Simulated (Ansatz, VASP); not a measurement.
Two plane-wave programs on GaF

```
CELL_PARAMETERS angstrom
0.00000 2.84624 2.84624
2.84624 0.00000 2.84624
2.84624 2.84624 0.00000
ATOMIC_POSITIONS crystal
Ga 0.75000 0.75000 0.75000
F 0.00000 0.00000 0.00000
```

Change from the starting cell: species swapped into the ZnTe type (F-43m, No. 216).

Alike in both runs: functional PBE; k mesh 8 × 8 × 8; occupations gaussian, width 0.02 eV; no spin polarisation.

Ansatz relaxed the structure, and its values are those at the end. VASP's run is a single point on that final structure, the one shown.

|  | VASP | Ansatz |
| --- | --- | --- |
| version | VASP 6.6.1 | Ansatz 0.2.0 |
| potentials or method | VASP PAW PBE potentials, release 64 (Ga_d, F) | scalar-relativistic, plane waves, PAW |
| plane-wave cutoff (eV) | 520 | 420 |
| valence electrons in the cell | 20 | 20 |

VASP gave:

* gap on the k mesh at the Fermi level (eV): 2.27
* least direct gap on the mesh (eV): 2.28
* pressure (GPa): -0.1

Q: Which values does Ansatz return?

A: gap on the k mesh at the Fermi level (eV): 2.27; least direct gap on the mesh (eV): 2.28; pressure (GPa): 0.0.

A k mesh can miss the band edges.
